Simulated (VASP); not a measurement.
Input of a VASP 6.6.1 run:

File INCAR:

```
SYSTEM = ZnO
ALGO = Normal
EDIFF = 1E-8
ENCUT = 700
GGA = PE
IBRION = 8
ISIF = 2
ISMEAR = 0
KPAR = 4
LASPH = .TRUE.
LCHARG = .FALSE.
LEPSILON = .TRUE.
LREAL = .FALSE.
LWAVE = .FALSE.
NELM = 80
NSW = 1
PREC = Accurate
SIGMA = 0.02
```

File KPOINTS:

```
k-points
0
G
  12 12 6
  0 0 0
```

POSCAR

```
ZnO                                     
1.0
    3.2858509304      0.0000000000      0.0000000000
   -1.6429254652      2.8456303759      0.0000000000
    0.0000000000      0.0000000000      5.3020605763
  Zn              O             
     2     2
Direct
     0.3333333300000021    0.6666666699999979    0.4999283121131048
     0.6666666699999979    0.3333333300000021    0.9999283121131046
     0.6666666699999979    0.3333333300000021    0.3790816878868962
     0.3333333300000021    0.6666666699999979    0.8790816878868963
```

Potentials or basis: VASP PAW PBE potentials, release 64 (Zn, O).

The run is started by

```bash
$ cat potpaw_PBE.64/Zn/POTCAR potpaw_PBE.64/O/POTCAR > POTCAR
$ mpirun -np 4 vasp_std > vasp.out
```

Q: Estimate the electronic dielectric tensor (diagonal).

A: 5.61, 5.61, 5.62.

Q: Estimate the Born charges (mean of the diagonal).

A: Zn +2.16; O -2.16 e.

Q: What does it give for the band gap on the k mesh?

A: 0.72 eV, direct.

Q: Estimate the highest phonon frequency at Γ, LO-TO splitting left out.

A: 510 cm⁻¹.

Electronic dielectric tensor:
```
5.61 0.00 0.00
0.00 5.61 0.00
0.00 0.00 5.62
```

**What was measured.**

From “Electronic structure of alkaline earth and post-transition metal oxides”, 2009, arxiv:0908.1581, for a bulk crystal of ZnO: band gap 3.37 eV.

A measured gap of ZnO is 3.37 eV (quoted in “Electronic structure of alkaline earth and post-transition metal oxides”, 2009, arxiv:0908.1581); the calculated 0.72 eV misses it by -2.65 eV. So large a miss can be the level of theory's own, or it may mean another phase, state or a wrong row. The value is that of PBE, without temperature or zero-point motion. Semilocal functionals fall short of measured gaps as a rule.
